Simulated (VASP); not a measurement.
Runs of VASP 6.6.1 on MnS. It takes space group Fm-3m (No. 225, cubic). Conventional cell: a = 4.771 Å, b = 4.771 Å, c = 4.771 Å, α = 90.00°, β = 90.00°, γ = 90.00°. Around Mn (site symmetry m-3m) lie 6 S at 2.39 Å. Around S (site symmetry m-3m) lie 6 Mn at 2.39 Å. 

| cell | target pressure | gap on the mesh (eV) | pressure (GPa) | moment (μB) |
| --- | --- | --- | --- | --- |
| relaxed to 30 GPa | 30 GPa | none | 30.0 | (a) |
| relaxed to 0.0001 GPa | 0.0001 GPa | none | 0.0 | 4.99 |
| relaxed to 12 GPa | 12 GPa | none | 12.0 | 4.78 |
| relaxed to 4.8 GPa | 4.8 GPa | none | 4.8 | 4.93 |
| relaxed to 20 GPa | 20 GPa | none | 20.0 | (b) |

Alike in all rows: task relaxation of cell and atoms; level PBE+U; potentials or basis VASP PAW PBE potentials, release 64 (Mn_pv, S); spin collinear, ferromagnetic start; Mn d U = 1.9 eV; k mesh 14 × 14 × 14; cutoff (eV) 520; smearing gaussian 0.1 eV.

Fill in the values left out.

(a) 4.38; (b) 4.56.

Caveats: the cell is relaxed towards a set pressure, so the enthalpy falls and the energy may rise; a cell with one magnetic atom can't hold antiferromagnetic order, which such compounds often take; the relaxation stopped at its first step, so nothing moved (some runs).

A gap of «none» marks a metal or a gap under the smearing width.
